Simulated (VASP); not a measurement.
The input files of a VASP run:

**INCAR**
```
SYSTEM = Mo
PREC = Accurate
ENCUT = 400
EDIFF = 1E-6
NELM = 100
ALGO = Normal
LREAL = .FALSE.
LASPH = .TRUE.
ISMEAR = 0
SIGMA = 0.001
GGA = PE
LMAXMIX = 4
LWAVE = .FALSE.
LCHARG = .FALSE.
ISIF = 2
```

File KPOINTS:
```
Automatic mesh
0
Gamma
4 4 4
0 0 0
```

File POSCAR:
```
Mo
1
   -1.5750000000     1.5750000000     1.5750000000
    1.5750000000    -1.5750000000     1.5750000000
    1.5750000000     1.5750000000    -1.5750000000
Mo
1
Direct
  0.0000000000   0.0000000000   0.0000000000
```

POTCAR, in this order: Mo_sv (PBE.64 set). Program: vasp_std.

The run wrote:

File standard output:
```
 POSCAR found type information on POSCAR Mo
 POSCAR found :  1 types and       1 ions
 Reading from existing POTCAR
 Reading from existing POTCAR
 LDA part: xc-table for (Slater+PW92), standard interpolation
 POSCAR, INCAR and KPOINTS ok, starting setup
 WAVECAR not read
 entering main loop
       N       E                     dE             d eps       ncg     rms          rms(c)
DAV:   1     0.709701113729E+02    0.70970E+02   -0.69698E+03   176   0.105E+03
DAV:   2    -0.100764170392E+02   -0.81047E+02   -0.77232E+02   188   0.291E+02
DAV:   3    -0.114963171005E+02   -0.14199E+01   -0.13936E+01   194   0.357E+01
DAV:   4    -0.115011841538E+02   -0.48671E-02   -0.48650E-02   188   0.227E+00
DAV:   5    -0.115012020014E+02   -0.17848E-04   -0.17847E-04   203   0.150E-01    0.145E+01
DAV:   6    -0.109799295773E+02    0.52127E+00   -0.95932E-01   176   0.116E+01    0.421E+00
DAV:   7    -0.108994209931E+02    0.80509E-01   -0.23083E-01   179   0.533E+00    0.965E-01
DAV:   8    -0.108954847848E+02    0.39362E-02   -0.39653E-03   182   0.884E-01    0.191E-01
DAV:   9    -0.108955450829E+02   -0.60298E-04   -0.86143E-05   202   0.124E-01    0.845E-02
DAV:  10    -0.108955518360E+02   -0.67531E-05   -0.12615E-05   182   0.469E-02    0.710E-03
DAV:  11    -0.108955522468E+02   -0.41080E-06   -0.19319E-07   100   0.456E-03
   1 F= -.10895552E+02 E0= -.10895552E+02  d E =0.000000E+00
```

File OUTCAR:
```
------------------------ aborting loop because EDIFF is reached ----------------------------------------
  FORCE on cell =-STRESS in cart. coord.  units (eV):
  Direction    XX          YY          ZZ          XY          YZ          ZX
  --------------------------------------------------------------------------------------
  Total        0.2832212      0.2832212      0.2832212      0.0000000     -0.0000000      0.0000000
  in kB       29.0358555     29.0358555     29.0358555      0.0000000     -0.0000000      0.0000000
  external PRESSURE =      29.0358555 kB  Pullay stress =       0.0000000 kB
  volume of cell :       15.63
      direct lattice vectors                 reciprocal lattice vectors
    -1.575000000  1.575000000  1.575000000     0.000000000  0.317460317  0.317460317
     1.575000000 -1.575000000  1.575000000     0.317460317  0.000000000  0.317460317
     1.575000000  1.575000000 -1.575000000     0.317460317  0.317460317  0.000000000
 POSITION                                       TOTAL-FORCE (eV/Angst)
 -----------------------------------------------------------------------------------
      0.00000      0.00000      0.00000         0.000000      0.000000      0.000000
 -----------------------------------------------------------------------------------
    total drift:                                0.000000      0.000000      0.000000
  FREE ENERGIE OF THE ION-ELECTRON SYSTEM (eV)
  ---------------------------------------------------
  free  energy   TOTEN  =       -10.8955522468 eV

  energy  without entropy=      -10.8955522468  energy(sigma->0) =      -10.89555225
```
(Selected blocks of OUTCAR.)

**Question.** The run ends quietly. Is anything wrong with it?

**Answer.** The cause: a metal was run with a tiny SIGMA on a coarse mesh. The run ends without an error. Against the sound run, the energy per atom (σ→0) rises by 0.051 eV/atom; the pressure rises by 0.80 GPa. To mend it, set ISMEAR = 1, set SIGMA = 0.1, correct KPOINTS.
KPOINTS:
```
Automatic mesh
0
Gamma
12 12 12
0 0 0
```
The mended run (PBE GGA, plane waves, VASP's PBE PAW potentials (set 64)) converges, and its OSZICAR ends with
```
   1 F= -.10946623E+02 E0= -.10946499E+02  d E =-.374283E-03
```

The compound is Mo in the bcc structure. The cell was not relaxed at this level.
